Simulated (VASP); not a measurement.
Here is the system:

```xyz
2
Lattice="0.0000 2.1400 2.1400 2.1400 0.0000 2.1400 2.1400 2.1400 0.0000" Properties=species:S:1:pos:R:3 pbc="T T T"
Ti     0.0000     0.0000     0.0000
C      2.1400     2.1400     2.1400
```

Computed with revTPSS meta-GGA, VASP's PBE PAW potentials (set 64) (plane waves; VASP). Run with 520 eV cut-off, 14×14×14 Γ-centred mesh, first-order Methfessel-Paxton smearing of 0.10 eV, potentials Ti_sv C.

### Question
Give the stress tensor in GPa (positive for a compressed cell).

### Answer

```
8.31  0.00  0.00
0.00  8.31  0.00
0.00  0.00  8.31
```
The pressure is its mean diagonal, 8.31 GPa.

The compound is TiC in the rock salt structure. This cell is one point of a volume scan, at 0.97 of the reference volume.
